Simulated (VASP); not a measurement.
```
CELL_PARAMETERS angstrom
      0.00000     2.32117     2.32117
      2.32117     0.00000     2.32117
      2.32117     2.32117     0.00000
ATOMIC_POSITIONS crystal
  Hf 0.00000 0.00000 0.00000
  N  0.50000 0.50000 0.50000
```

The numbers are results of revPBE GGA, VASP's PBE PAW potentials (set 64) (plane waves; VASP), not measurements. Numerical set-up: 520 eV cut-off, 14×14×14 Γ-centred mesh, first-order Methfessel-Paxton smearing of 0.10 eV, potentials Hf_pv N.

Task: Give the stress tensor in GPa (positive for a compressed cell).

Result: 
```
-13.36    0.00    0.00
  0.00  -13.36    0.00
  0.00    0.00  -13.36
```
The pressure is its mean diagonal, -13.36 GPa.

The compound is HfN in the rock salt structure. This cell is one point of a volume scan, at 1.06 of the reference volume. The electron count is odd and the run is not spin-polarised, which forces a metal.
